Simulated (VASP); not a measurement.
Sm (relaxed from the simple-cubic structure, space group Pm-3m): computed properties

These are r2SCAN meta-GGA, VASP's PBE PAW potentials (set 64) (plane waves; VASP) values and carry that method's errors.

```json
{
  "space_group": "Pm-3m (221)",
  "cell": "a = b = c = 3.2234 Å, α = β = γ = 90.00°",
  "volume_per_atom": "33.49 Å^3/atom",
  "band gap (over mesh and band path)": "none (metal, semimetal or under 0.01 eV)",
  "density": "7.45 g/cm³"
}
```

```cif
data_Sm
_chemical_formula_sum 'Sm1'
_space_group_name_H-M_alt 'Pm-3m'
_space_group_IT_number 221
_space_group_name_Hall '-P 4 2 3'
_cell_length_a 3.22341
_cell_length_b 3.22341
_cell_length_c 3.22341
_cell_angle_alpha 90.000
_cell_angle_beta 90.000
_cell_angle_gamma 90.000
loop_
_atom_site_label
_atom_site_type_symbol
_atom_site_symmetry_multiplicity
_atom_site_Wyckoff_symbol
_atom_site_fract_x
_atom_site_fract_y
_atom_site_fract_z
_atom_site_occupancy
Sm1 Sm 1 a 0.00000 0.00000 0.00000 1
```

The 4f electrons are frozen in the core of the lanthanide potential, so 4f levels, which can set the real gap, and their magnetism are missing.

The structure was generated: Sm was put into the simple-cubic type (Pm-3m), which need not be its known phase. It was relaxed first, which changed the volume by -10 %. Symmetry was kept, so distortions that lower it aren't found.
